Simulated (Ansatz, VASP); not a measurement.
# ZrGe2P4 (ZrGe2P4 monolayer): VASP beside Ansatz

Wanted: the spread between two codes on one cell, functional and k mesh. Of the first pair: The structure shown is the start of the Ansatz relaxation below; VASP solves that cell, so the two are compared at the walk's first step.

Calculated with Ansatz 0.2.0; plane waves, with VASP 6.6.1 beside it; single point at PBE with D3(BJ).

**1. Set-up**

The cell holds 7 atoms: 4 P, 2 Ge and 1 Zr. Its edges and angles: a = 3.580 Å, b = 3.580 Å, c = 49.243 Å, α = 90.0°, β = 90.0°, γ = 120.0°. Vacuum lies along c.

**2. Ansatz: relaxation, PBE with D3(BJ)**

Ansatz runs on its default PAW (the set named soft_2) files.

The two programs are compared at the cell with which this relaxation starts, whose forces are those of its first step.

Input file input.yaml:

```yaml
crystal:
  lattice:
    - [3.58, 0.0, 0.0]
    - [-1.79, 3.1003709455, 0.0]
    - [0.0, 0.0, 49.2434893957]
  atoms:
    - { symbol: P, position: [0.0, 0.0, 0.4071604236] }
    - { symbol: Ge, position: [0.3333333333, 0.6666666667, 0.4224633457] }
    - { symbol: P, position: [0.3333333333, 0.6666666667, 0.4671393024] }
    - { symbol: Zr, position: [0.0, 0.0, 0.5] }
    - { symbol: P, position: [0.3333333333, 0.6666666667, 0.5328606976] }
    - { symbol: Ge, position: [0.3333333333, 0.6666666667, 0.5775366543] }
    - { symbol: P, position: [0.0, 0.0, 0.5928395764] }
  periodic: [true, true, false]
kpoints:
  mp_grid: { grid: [12, 12, 1] }
hamiltonian:
  xc: pbe
  dispersion: d3bj
scf:
  occupations: { method: fermi_dirac, width: 0.05 }
  convergence: { dr2_threshold: 1.0e-09 }
relax:
  f_tol: 0.004
  max_steps: 90
  cell: {}
output:
  write_potential: true
  write_density: true
  volumetric_format: npy
```

On the command line:

```sh
> ansatz run input.yaml --threads 2 --pin off --max-ram 3072MiB --backend cpu --events-out ev --progress --plain --runs-dir out
```

Numbers of over 12 decimals in the logs are rounded to 6 here.

Log:

```text
Warning: relax.cell: scf.convergence.dr2_threshold = 1e-9 eV is looser than the 1.9100988191e-10 eV advised for a relaxation that steers and ends on the stress (1e-10 eV for each atom of the cell: 7, times the square of relax.cell.stress_2d_tol = 0.05 N/m over 19.1 Å (the atoms' height at the walk's start and 5 Å past either face), 2.612e-2 GPa, over a crystal's default 0.05). What an SCF threshold leaves in a stress goes as its square root, and in the free energy as the threshold itself, and one threshold admits the most on a small cell: [figures from the program's tests cut] Set scf.convergence.dr2_threshold to 1.9100988191e-10 eV or tighter. [rest of the remark cut]
Engine: ansatz 0.2.0, aarch64-unknown-linux-gnu
Pseudopotentials: kind: paw
Pseudopotential: P, paw, valence charge 5, recommended cutoff 420 eV (normal), P.paw.azcp
Pseudopotential: Ge, paw, valence charge 14, recommended cutoff 420 eV (normal), Ge.paw.azcp
Pseudopotential: Zr, paw, valence charge 12, recommended cutoff 420 eV (normal), Zr.paw.azcp
Functional definition: PBE
  parameter kappa = 0.804
  parameter beta = 0.066725
  exchange = pbe_x(kappa = kappa, mu = beta*pi^2/3)
  correlation = pbe_c(beta = beta)
Crystal: 7 atoms, lattice volume = 546.570 Å³
Basis set: ecut = 420 eV, 10515 PW (Γ), exchange–correlation on 48×48×720 points (8 copies of the dense FFT grid, shifted against one another)
Bands: 37, of which v1, the nominal top of the filled ones, is band 30 counted from 1 (29 counted from 0)
Symmetry: 12 space group operations
Space group: P-6m2 (ITA 187), of the structure as read, at distance tolerance 8.2e-5 Å
k-points: 19 of 144 (time reversal used)
Non-local potential: P, projectors of the file, l = 0: 2, l = 1: 2, l = 2: 2
Non-local potential: Ge, projectors of the file, l = 0: 2, l = 1: 2, l = 2: 3, l = 3: 1
Non-local potential: Zr, projectors of the file, l = 0: 3, l = 1: 2, l = 2: 2, l = 3: 2
PAW form: soft (Blöchl's): semilocal exchange-correlation on the pseudo side does not see the compensation charge
PAW one-centre angular grid: P, 110 points (default); XC on 64 Gauss nodes
PAW one-centre angular grid: Ge, 590 points (default); XC on 64 Gauss nodes
PAW one-centre angular grid: Zr, 590 points (default); XC on 64 Gauss nodes
Initial density: superposition of atomic densities (neutral atoms: chi_scale 0, normalization atom), corrected by the library's trained network
Initial wavefunctions: pseudopotential atomic-orbital guess
Functional: x = pbe(κ = 0.804, μ = 0.219515), c = pbe(β = 0.066725)
SCF iter   1: F=—  HF=-15799.296470 eV  |F-HF|=—  |Δ(HF+E_count)|=         —  Δρ=2.81e-3  dr2=3.08e-1  ethr=1.77e-3  ⟨swp⟩=13.6  Hψ=4763  notcnv=0  defer=8
preconditioner: auto → LDOS  [metal: Δε(μ)=0.077 eV  Ē_g=8.123 eV  σ=0.050 eV  W_gap=0.33  n_scr=28 (ndim 8)  ℏωp=9.0 eV  f_vac=0.732  D(μ)=1.65/eV (n_scr^D=10)  β→1.0]
SCF iter   2: F=—  HF=-15799.307176 eV  |F-HF|=—  |Δ(HF+E_count)|=   1.07e-2  Δρ=2.71e-3  dr2=4.04e-1  ethr=5.13e-4  ⟨swp⟩=4.4  Hψ=1449  notcnv=0  defer=23
SCF iter   3: F=—  HF=-15799.263889 eV  |F-HF|=—  |Δ(HF+E_count)|=   4.33e-2  Δρ=3.54e-4  dr2=1.00e-3  ethr=5.13e-4  ⟨swp⟩=3.2  Hψ=1063  notcnv=0  defer=23
SCF iter   4: F=—  HF=-15799.264814 eV  |F-HF|=—  |Δ(HF+E_count)|=   9.26e-4  Δρ=2.18e-4  dr2=1.07e-3  ethr=1.67e-6  ⟨swp⟩=3.9  Hψ=1861  notcnv=0  defer=20
SCF iter   5: F=—  HF=-15799.264586 eV  |F-HF|=—  |Δ(HF+E_count)|=   2.29e-4  Δρ=7.25e-5  dr2=7.32e-5  ethr=1.67e-6  ⟨swp⟩=2.9  Hψ=1121  notcnv=0  defer=20
SCF iter   6: F=—  HF=-15799.264538 eV  |F-HF|=—  |Δ(HF+E_count)|=   4.78e-5  Δρ=2.49e-5  dr2=1.51e-5  ethr=1.22e-7  ⟨swp⟩=2.9  Hψ=1325  notcnv=0  defer=20
SCF iter   7: F=—  HF=-15799.264534 eV  |F-HF|=—  |Δ(HF+E_count)|=   4.45e-6  Δρ=9.43e-6  dr2=1.75e-6  ethr=2.52e-8  ⟨swp⟩=3.2  Hψ=1300  notcnv=0  defer=20
SCF iter   8: F=—  HF=-15799.264561 eV  |F-HF|=—  |Δ(HF+E_count)|=   2.72e-5  Δρ=3.15e-6  dr2=1.52e-7  ethr=2.92e-9  ⟨swp⟩=3.5  Hψ=1500  notcnv=0  defer=20
SCF iter   9: F=—  HF=-15799.264561 eV  |F-HF|=—  |Δ(HF+E_count)|=   3.01e-8  Δρ=9.82e-7  dr2=7.61e-9  ethr=2.54e-10  ⟨swp⟩=3.3  Hψ=1525  notcnv=0  defer=20
SCF iter  10: F=-15799.264561 eV  HF=-15799.264561 eV  |F-HF|=5.72e-9  |Δ(HF+E_count)|=   8.68e-9  Δρ=3.32e-7  dr2=4.17e-10  ethr=1.67e-12  ⟨swp⟩=12.6  Hψ=6164  notcnv=0
SCF 1 converged in 10 iterations: F = -15799.264561 eV  dr2 = 4.17e-10
[...]
SCF 5 converged in 7 iterations: F = -15800.639477 eV  dr2 = 9.26e-10
  greatest PAW one-centre occupation: 0.998 electrons in one spin orbital (limit 2), on the Ge atom at site 5 (counted from 0), in its partial waves of l = 2
relax step   5: F+E_penalty+E_count = -15800.63947723 eV  Δ(F+E_penalty+E_count) = -2.479e-4 eV  max|allowed force component| = 1.018e-2 eV/Å  Δτ_max = 0.0037 Å  P = -0.008 N/m  Ω = 577.864 Å³  energy of the carried Pulay correction = -1.390e-3 eV  fix = [c, alpha, beta]  reactions: c -0.000 N/m  (7 SCF iters, accepted)
[...]
relax step   6: F+E_penalty+E_count = -15800.63948430 eV  Δ(F+E_penalty+E_count) = -7.069e-6 eV  max|allowed force component| = 6.391e-4 eV/Å  Δτ_max = 0.0008 Å  P = -0.004 N/m  Ω = 577.864 Å³  energy of the carried Pulay correction = -1.390e-3 eV  fix = [c, alpha, beta]  reactions: c -0.000 N/m  (6 SCF iters, accepted)
[...]
relax step   7: F+E_penalty+E_count = -15800.64130965 eV  Δ(F+E_penalty+E_count) = -1.825e-3 eV  max|allowed force component| = 6.900e-4 eV/Å  Δτ_max = 0.0000 Å  P = +0.025 N/m  Ω = 577.864 Å³  fix = [c, alpha, beta]  reactions: c +0.000 N/m  stress off target by 2.51e-2 N/m on what of the cell is left free  SCF on the basis re-selected at this cell (its energy is not comparable with the rows above)  (8 SCF iters)
basis re-selected at this cell: Δ(F+E_penalty+E_count) = -1.825e-3 eV, ΔP = +0.029 N/m vs the last step (what re-selecting the basis moved, of the pressure what is left beyond the Pulay correction that the steps carried, after the strain that the cell walked since its last selection, with what the two solves' SCF thresholds leave and, on support functions, any second-order correction that the steps lacked; it is no measure of the basis error at this ecutwfc). The dense FFT grid was sized anew with the basis: this SCF ran on 25×25×360 points, the steps before it on 24×24×360, so part of this shift can come from that change (see relax.cell in the input reference). [rest of the remark cut]
SCF converged after 8 iterations
Free energy (F): -15800.641310 eV
Harris-Foulkes:  -15800.641310 eV  (|F-HF|=2.47e-10)
Internal energy: -15800.634979 eV  (E = F + TS)
E sigma→0 (E₀):  -15800.638145 eV
Entropy (-TS):   -0.006330 eV (-0.904 meV/atom)
Fermi energy:    -5.576519 eV
--- Per-component energies (eV) ---
  E_band       = -1235.591777
  E_kinetic    = 836.437418
  E_local      = -240183.794290  (includes V_loc(G=0)·N_el)
  E_nonlocal   = 1054.213331
  E_hartree    = 119179.420080
  E_xc         = -558.274521
  E_vxc        = -562.465155  (∫ρ·V_xc dr)
  E_paw        = -9272.770569  (= ΣΔE_a)
  E_vpaw       = -738.827414  (= ΣTr[D̂ρ^β])
  E_aug_tail   = 0.000668  (compensation charges beyond the density's cutoff)
  E_ewald      = 113146.313296
  E_disp       = -2.180393  (pairwise vdW)
  E_smearing   = -0.006330  (= −TS)
  E_closure    = -0.000000  (closes the sum)
  Σ components = -15800.641310   (vs F -15800.641310, Δ=0.00e0)
--- Forces (eV/Å), atoms counted from 1 ---
  atom   1  P     -0.00000000    -0.00000000     0.00032944
  atom   2  Ge     0.00000000     0.00000000    -0.00061334
  atom   3  P      0.00000000    -0.00000000     0.00069002
  atom   4  Zr     0.00000000    -0.00000000     0.00000000
  atom   5  P      0.00000000    -0.00000000    -0.00069002
  atom   6  Ge     0.00000000     0.00000000     0.00061334
  atom   7  P     -0.00000000    -0.00000000    -0.00032944
  max |Σ_I F_I| component: 7.59e-16 eV/Å
--- 2D stress c σ (N/m, compression-positive) ---
        0.025091      -0.000000      -0.000000
       -0.000000       0.025091      -0.000000
       -0.000000      -0.000000       0.000000
  P = ½ c Tr σ = 0.0251 N/m
--- Band table (eV; the first three rows and the last of 19) ---
  k-point 0: bands = [... 26 lower, -6.3080, -6.0993, -5.6112, -5.6112, -4.7364, -3.7571, -3.3952, -2.4633, ... 3 higher]
  k-point 1: bands = [... 26 lower, -6.4357, -6.1884, -5.7353, -5.7307, -4.6038, -3.2312, -3.0816, -2.4789, ... 3 higher]
  k-point 2: bands = [... 26 lower, -6.5248, -6.4243, -6.0336, -6.0323, -4.7053, -3.2237, -3.2176, -2.2768, ... 3 higher]
  k-point 18: bands = [... 26 lower, -7.8684, -7.6527, -6.7068, -5.9458, -4.1325, -3.6998, -3.0496, -2.8681, ... 3 higher]
  the weakly bound empty levels are not read free of the cell's end (no_gap_told)
--- Relaxed structure (6 steps of the walk, 6 accepted, 1 SCFs on fresh bases) ---
  F+E_penalty+E_count = -15800.64130965 eV   max|allowed force component| = 6.900e-4 eV/Å   (the final SCF, on the basis selected at the relaxed cell)
  cell:  # Å, volume = 577.8642 Å³
    - [3.681062, 5.6100937869014135e-18, 0]
    - [-1.840531, 3.187894, 0]
    - [0, 0, 49.2434893957]
  atoms:
    - { symbol: P, position: [1.2065274464013217e-17, -5.135725556199064e-17, 0.401300] }
    - { symbol: Ge, position: [0.333333, 0.666667, 0.422451] }
    - { symbol: P, position: [0.333333, 0.666667, 0.469490] }
    - { symbol: Zr, position: [1.0573552618554956e-17, -5.135725556199064e-17, 0.5] }
    - { symbol: P, position: [0.333333, 0.666667, 0.530510] }
    - { symbol: Ge, position: [0.333333, 0.666667, 0.577549] }
    - { symbol: P, position: [9.081830773096732e-18, -5.135725556199064e-17, 0.598700] }
```

**3. VASP: single point, PBE with D3(BJ), start cell, pair 1**

The same cell, functional, mesh and smearing now go to VASP, with its own data sets.

Lines of VASP's logs that name or quote its potential files are left out, and so is its time.

Input file INCAR:

```
SYSTEM = ZrGe2P4
PREC = Accurate
ENCUT = 410
EDIFF = 1E-06
NELM = 120
ISMEAR = -1
SIGMA = 0.05
LREAL = .FALSE.
ALGO = Normal
GGA = PE
IVDW = 12
NBANDS = 37
LASPH = .TRUE.
LORBIT = 11
LWAVE = .FALSE.
LCHARG = .FALSE.
ISIF = 2
LDIPOL = .TRUE.
IDIPOL = 3
DIPOL = 0.5 0.5 0.5
LVHAR = .TRUE.
GGA_COMPAT = .FALSE.
NELMDL = -8
KPAR = 2
```

Input file POSCAR:

```
ZrGe2P4
1.0
    3.5800000000      0.0000000000      0.0000000000
   -1.7900000000      3.1003710000      0.0000000000
    0.0000000000      0.0000000000     49.2434890000
P Ge Zr
4 2 1
Direct
    0.0000000000      0.0000000000      0.4071604370
    0.3333333333      0.6666666667      0.4671393106
    0.3333333333      0.6666666667      0.5328607098
    0.0000000000      0.0000000000      0.5928395834
    0.3333333333      0.6666666667      0.4224633535
    0.3333333333      0.6666666667      0.5775366669
    0.0000000000      0.0000000000      0.5000000102
```

Input file KPOINTS:

```
Automatic mesh
0
Gamma
12 12 1
0 0 0
```

Potentials, in the order of the species: P, Ge_d and Zr_sv (PBE family, release 64).

On the command line:

```sh
> mpirun -np 2 vasp_std
```

Log:

```text
[banner, memory and clock lines left out]
running    2 mpi-ranks, on    1 nodes
 distrk:  each k-point on    1 cores,    2 groups
 distr:  one band on    1 cores,    1 groups

 POSCAR found type information on POSCAR P GeZr
 POSCAR found :  3 types and       7 ions
 LDA part: xc-table for (Slater+PW92), standard interpolation
 POSCAR, INCAR and KPOINTS ok, starting setup
 FFT: planning ... GRIDC
 FFT: planning ... GRID_SOFT
 FFT: planning ... GRID
 WAVECAR not read
 entering main loop
       N       E                     dE             d eps       ncg     rms          rms(c)
DAV:   1     0.524101606271E+03    0.52410E+03   -0.24435E+04  1662   0.141E+03
DAV:   2     0.280684240324E+02   -0.49603E+03   -0.48516E+03  1734   0.340E+02
DAV:   3    -0.374562042276E+02   -0.65525E+02   -0.64793E+02  2095   0.145E+02
DAV:   4    -0.413828298829E+02   -0.39266E+01   -0.39039E+01  2148   0.369E+01
DAV:   5    -0.417227393159E+02   -0.33991E+00   -0.33974E+00  2415   0.656E+00
DAV:   6    -0.417298348012E+02   -0.70955E-02   -0.70948E-02  2108   0.989E-01
DAV:   7    -0.417301276379E+02   -0.29284E-03   -0.29283E-03  2452   0.197E-01
DAV:   8    -0.417301377597E+02   -0.10122E-04   -0.10122E-04  2164   0.329E-02    0.177E+01
DAV:   9    -0.396301864213E+02    0.21000E+01   -0.69517E+00  1839   0.122E+01    0.843E+00
DAV:  10    -0.394546753643E+02    0.17551E+00   -0.17353E+00  2164   0.579E+00    0.339E+00
DAV:  11    -0.394371606122E+02    0.17515E-01   -0.52393E-01  1794   0.359E+00    0.138E+00
DAV:  12    -0.394267776615E+02    0.10383E-01   -0.67624E-02  1788   0.106E+00    0.775E-01
DAV:  13    -0.394268731307E+02   -0.95469E-04   -0.12396E-02  1756   0.500E-01    0.239E-01
DAV:  14    -0.394268931819E+02   -0.20051E-04   -0.13533E-03  1853   0.198E-01    0.774E-02
[...]
DAV:  20    -0.394271247070E+02   -0.23987E-04   -0.94301E-07  1122   0.336E-03    0.208E-03
DAV:  21    -0.394271522439E+02   -0.27537E-04   -0.24743E-06  1179   0.331E-03    0.130E-03
DAV:  22    -0.394271588668E+02   -0.66230E-05   -0.20777E-07  1092   0.154E-03    0.510E-04
DAV:  23    -0.394271651835E+02   -0.63167E-05   -0.31833E-07  1038   0.141E-03    0.638E-04
DAV:  24    -0.394271670873E+02   -0.19038E-05   -0.28684E-08   968   0.846E-04    0.279E-04
DAV:  25    -0.394271698233E+02   -0.27360E-05   -0.53083E-08  1014   0.668E-04    0.358E-04
DAV:  26    -0.394271708673E+02   -0.10439E-05   -0.13699E-08   953   0.526E-04    0.154E-04
DAV:  27    -0.394271712713E+02   -0.40399E-06   -0.72221E-09   938   0.405E-04
   1 F= -.41810496E+02 E0= -.41803794E+02  d E =-.134023E-01
```

From OUTCAR (step 3):

```text
ion  position               nearest neighbor table
   1  0.000  0.000  0.407-   5 2.20   5 2.20   5 2.20
   2  0.333  0.667  0.467-   5 2.20   7 2.63   7 2.63   7 2.63
   3  0.333  0.667  0.533-   6 2.20   7 2.63   7 2.63   7 2.63
   4  0.000  0.000  0.593-   6 2.20   6 2.20   6 2.20
   5  0.333  0.667  0.422-   1 2.20   1 2.20   1 2.20   2 2.20
   6  0.333  0.667  0.578-   4 2.20   4 2.20   4 2.20   3 2.20
   7  0.000  0.000  0.500-   2 2.63   3 2.63   2 2.63   3 2.63   2 2.63   3 2.63

  LATTYP: Found a hexagonal cell.
 ALAT       =     3.5800000000
 C/A-ratio  =    13.7551645251

 Subroutine GETGRP returns: Found 12 space group operations
 (whereof 12 operations were pure point group operations)

The static configuration has the point symmetry D_3h.

 Found     19 irreducible k-points:

   k-points           NKPTS =     19   k-points in BZ     NKDIM =     19   number of bands    NBANDS=     37

   dimension x,y,z NGX =    24 NGY =   24 NGZ =  336
   dimension x,y,z NGXF=    48 NGYF=   48 NGZF=  672

   ENCUT  =  410.0 eV  30.13 Ry    5.49 a.u.   5.91  5.91 81.30*2*pi/ulx,y,z

   NELECT =      60.0000    total number of electrons

 k-points in reciprocal lattice and weights: Automatic mesh
   0.00000000  0.00000000  0.00000000       0.007
   0.08333333  0.00000000  0.00000000       0.042
   0.16666667  0.00000000  0.00000000       0.042
   0.25000000  0.00000000  0.00000000       0.042
   0.33333333  0.00000000  0.00000000       0.042
   0.41666667  0.00000000  0.00000000       0.042
   0.50000000  0.00000000  0.00000000       0.021
   0.08333333  0.08333333  0.00000000       0.042
   0.16666667  0.08333333  0.00000000       0.083
[...]
0.33333333  0.25000000  0.00000000       0.083
   0.33333333  0.33333333  0.00000000       0.014

 dipolmoment           0.000000      0.000000     -0.000022 electrons x Angstroem

 average (electrostatic) potential at core
       1 -91.0952       2 -89.9288       3 -89.9290       4 -91.0955       5 -82.2539
       6 -82.2542       7 -85.5561

 E-fermi :  -2.2845

 k-point     1 :       0.0000    0.0000    0.0000
  band No.  band energies     occupation
    ...
     24      -4.5265      2.00000
     25      -4.5265      2.00000
     26      -3.2810      2.00000
     27      -3.2810      2.00000
     28      -2.9590      2.00000
     29      -2.2058      0.34308
     30      -2.2058      0.34308
     31      -1.8500      0.00034
     32      -0.9611      0.00000
     33      -0.5204      0.00000
    ...

 k-point     2 :       0.0833    0.0000    0.0000
  band No.  band energies     occupation
    ...
     26      -3.5545      2.00000
     27      -3.2058      2.00000
     28      -2.9792      2.00000
     29      -2.4002      1.82010
     30      -2.3391      1.49717
     31      -1.6278      0.00000
     32      -0.4922      0.00000
     33      -0.3403      0.00000
     34       0.3331      0.00000
     35       0.3562      0.00000
    ...

 k-point     3 :       0.1667    0.0000    0.0000
  band No.  band energies     occupation
    ...
     26      -4.1469      2.00000
     27      -3.2145      2.00000
     28      -2.9949      2.00000
     29      -2.8645      1.99998
     30      -2.6604      1.99891
     31      -1.7182      0.00002
     32      -0.5680      0.00000
     33      -0.5558      0.00000
     34       0.8161      0.00000
     35       0.9144      0.00000
    ...

 Edisp (eV)   -2.38332

  Total       8.29412     8.29412    10.57544     0.00000     0.00000     0.00000
  in kB      24.31283    24.31283    31.00012     0.00000     0.00000     0.00000
  external pressure =       26.54 kB  Pullay stress =        0.00 kB

  energy-cutoff  :      410.00
  volume of cell :      546.57
      direct lattice vectors                 reciprocal lattice vectors
     3.580000000  0.000000000  0.000000000     0.279329609  0.161271022  0.000000000
    -1.790000000  3.100371000  0.000000000     0.000000000  0.322542044  0.000000000
     0.000000000  0.000000000 49.243489000     0.000000000  0.000000000  0.020307253

 POSITION                                       TOTAL-FORCE (eV/Angst)
 -----------------------------------------------------------------------------------
      0.00000      0.00000     20.05000        -0.000000     -0.000000     -3.169636
     -0.00000      2.06691     23.00357         0.000000      0.000000      2.197226
     -0.00000      2.06691     26.23992        -0.000000      0.000000     -2.197226
      0.00000      0.00000     29.19349         0.000000     -0.000000      3.169636
     -0.00000      2.06691     20.80357        -0.000000     -0.000000      1.462275
     -0.00000      2.06691     28.43992         0.000000     -0.000000     -1.462275
      0.00000      0.00000     24.62175        -0.000000     -0.000000      0.000000
 -----------------------------------------------------------------------------------
    total drift:                               -0.000001     -0.000002     -0.003649

  FREE ENERGIE OF THE ION-ELECTRON SYSTEM (eV)
  ---------------------------------------------------
  free  energy   TOTEN  =       -41.8104956399 eV

  energy  without entropy=      -41.7970933350  energy(sigma->0) =      -41.80379449

 vacuum level on the upper side and lower side of the slab         2.929         2.929

 total charge
# of ion       s       p       d       tot
------------------------------------------
    1        1.042   1.563   0.000   2.605
    2        1.034   1.548   0.000   2.582
    3        1.034   1.548   0.000   2.582
    4        1.042   1.563   0.000   2.605
    5        1.098   1.430  10.148  12.676
    6        1.098   1.430  10.148  12.676
    7        2.168   6.005   1.644   9.818
--------------------------------------------------
tot          8.515  15.088  21.940  45.544

[... 3 further parts left out ...]
```

**4. Differences**

Known differences besides the potentials themselves: Ansatz cuts the interaction across the vacuum, VASP repeats the sheet with a dipole correction; the cutoff is 420 eV in Ansatz and 410 eV in VASP. Total energies have different zeros and are not compared.

Forces (eV/Å; atoms numbered as in POSCAR):

```csv
atom,"Ansatz x, y, z","VASP x, y, z"
P1,"0.000, 0.000, -3.187","0.000, 0.000, -3.170"
P2,"0.000, 0.000, 2.238","0.000, 0.000, 2.197"
P3,"0.000, 0.000, -2.238","0.000, 0.000, -2.197"
P4,"0.000, 0.000, 3.187","0.000, 0.000, 3.170"
Ge5,"0.000, 0.000, 1.444","0.000, 0.000, 1.462"
Ge6,"0.000, 0.000, -1.444","0.000, 0.000, -1.462"
Zr7,"0.000, 0.000, 0.000","0.000, 0.000, 0.000"
```

The forces differ by 15 meV/Å r.m.s., which is 1.2 % of the r.m.s. force of 1.273 eV/Å (both taken over all components). With vacuum in the cell, a pressure given here is an average over mostly empty space and none of the material.

(Part 1 of 2 ends here.)

[Lines on the potential files, build, host, timing and source positions are cut from VASP's logs without a mark.]

[Logs are printed without paths, hosts, clocks, repeated set-up lines and the standing remarks that a program may print on its own settings, such as how far it seeks lower states.]

[Hosts, paths, dates, database ids (printed as entryN), source tags and the programs' standing remarks are cut or masked in the printed files.]
